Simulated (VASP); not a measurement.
OSZICAR of a VASP run on ZrSi2 (relaxed from the fluorite structure, space group Fm-3m):

OSZICAR:
```
       N       E                     dE             d eps       ncg     rms          rms(c)
DAV:   1     0.745206954325E+02    0.74521E+02   -0.87827E+03  1324   0.110E+03
DAV:   2    -0.409372636719E+02   -0.11546E+03   -0.11372E+03  1646   0.272E+02
DAV:   3    -0.471268521738E+02   -0.61896E+01   -0.61141E+01  2420   0.498E+01
DAV:   4    -0.472980846728E+02   -0.17123E+00   -0.17104E+00  1556   0.834E+00
DAV:   5    -0.473027370622E+02   -0.46524E-02   -0.46336E-02  2062   0.115E+00    0.168E+01
DAV:   6    -0.392923876699E+02    0.80103E+01   -0.55887E+00  1706   0.185E+01    0.543E+00
DAV:   7    -0.396279300923E+02   -0.33554E+00   -0.12278E+00  1352   0.102E+01    0.187E+00
DAV:   8    -0.396659719668E+02   -0.38042E-01   -0.15190E+00  1874   0.877E+00    0.130E+00
DAV:   9    -0.393611396041E+02    0.30483E+00   -0.89651E-02  1562   0.274E+00    0.868E-01
DAV:  10    -0.395252655834E+02   -0.16413E+00   -0.35079E-01  1818   0.551E+00    0.435E-01
DAV:  11    -0.395267032770E+02   -0.14377E-02   -0.56346E-03  1726   0.582E-01    0.359E-01
DAV:  12    -0.395462451860E+02   -0.19542E-01   -0.52293E-03  1484   0.681E-01    0.219E-01
DAV:  13    -0.395431364212E+02    0.31088E-02   -0.16046E-02  1520   0.104E+00    0.150E-01
DAV:  14    -0.395501702685E+02   -0.70338E-02   -0.28358E-03  1388   0.467E-01    0.523E-02
DAV:  15    -0.395508278045E+02   -0.65754E-03   -0.47698E-04  1786   0.167E-01    0.303E-02
DAV:  16    -0.395508323481E+02   -0.45437E-05   -0.98688E-05  1400   0.973E-02    0.189E-02
DAV:  17    -0.395508248642E+02    0.74839E-05   -0.24820E-05  1412   0.515E-02    0.131E-02
DAV:  18    -0.395508290972E+02   -0.42329E-05   -0.54191E-05  1656   0.603E-02    0.841E-03
DAV:  19    -0.395508329616E+02   -0.38644E-05   -0.19720E-06  1908   0.125E-02    0.176E-03
DAV:  20    -0.395508377713E+02   -0.48098E-05   -0.44708E-07  1510   0.501E-03    0.196E-03
DAV:  21    -0.395508386828E+02   -0.91146E-06   -0.28383E-07  1366   0.550E-03    0.985E-04
DAV:  22    -0.395508370289E+02    0.16539E-05   -0.69714E-08   724   0.254E-03    0.299E-04
DAV:  23    -0.395508363289E+02    0.69990E-06   -0.23725E-08   712   0.949E-04    0.323E-04
DAV:  24    -0.395508364557E+02   -0.12680E-06   -0.45384E-09   694   0.509E-04    0.222E-04
DAV:  25    -0.395508366666E+02   -0.21090E-06   -0.19076E-09   694   0.369E-04    0.727E-05
DAV:  26    -0.395508369371E+02   -0.27045E-06   -0.94401E-10   694   0.258E-04    0.397E-05
DAV:  27    -0.395508368459E+02    0.91227E-07   -0.22360E-10   682   0.135E-04
   1 F= -.39550837E+02 E0= -.39550837E+02  d E =0.000000E+00
       N       E                     dE             ncg
       N       E                     dE             ncg
```

Question: Which electronic solver shows in the log?

Answer: It is blocked Davidson (ALGO = Normal, or the opening steps of other solvers). The INCAR had ALGO = Normal.

Question: Can the final energy be trusted as converged?

Answer: The run converged. It stopped with EDIFF = 1E-7, NELM = 100 (r2SCAN meta-GGA, plane waves, VASP's PBE PAW potentials (set 64)).

The structure was generated: ZrSi2 was put into the fluorite type (Fm-3m), which need not be its known phase. It was relaxed first, which changed the volume by -8 %.
